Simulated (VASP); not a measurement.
The system is Be.

```xyz
2
Lattice="2.2858 0.0000 0.0000 -1.1429 1.9796 0.0000 0.0000 0.0000 3.5843" Properties=species:S:1:pos:R:3 pbc="T T T"
Be    0.0000    1.3197    0.8961
Be    1.1429    0.6599    2.6882
```

```yaml
Program: VASP 6.6.1
Task: relaxation of cell and atoms
Functional: PBEsol
Potentials_or_basis: VASP PAW PBE potentials, release 64 (Be)
Cutoff: 600 eV
k_mesh: 21 × 21 × 12
Occupations: gaussian, width 0.1 eV
Spin: no spin polarisation
```

At the start: pressure -3.6 GPa; volume 8.11 Å³/atom.

**Question.** How do energy, volume and symmetry change on relaxing?

**Answer.** Over 5 steps the energy falls by 3.1 meV/atom and the volume is 7.85 Å³/atom (-3.2 %); space group P6_3/mmc (No. 194, to 0.05 Å).

Step by step:
```tsv
step	energy change (eV)	largest force (eV/Å)	pressure (GPa)	volume (Å³)
1	0.0000	0.0000	-3.63	16.22
2	-0.0060	0.0000	-0.56	15.79
3	-0.0061	0.0000	0.04	15.71
4	-0.0061	0.0000	0.12	15.70
5	-0.0062	0.0000	0.07	15.71
```

Final structure:
```yaml
crystal:
  lattice:
    - [2.25681, 0.00000, 0.00000]
    - [-1.12840, 1.95445, 0.00000]
    - [0.00000, 0.00000, 3.56116]
  atoms:
    - { symbol: Be, position: [0.33333, 0.66667, 0.25000] }
    - { symbol: Be, position: [0.66667, 0.33333, 0.75000] }
```

Caveat: the PAW data sets were made with another functional, which shifts forces and pressure a little.
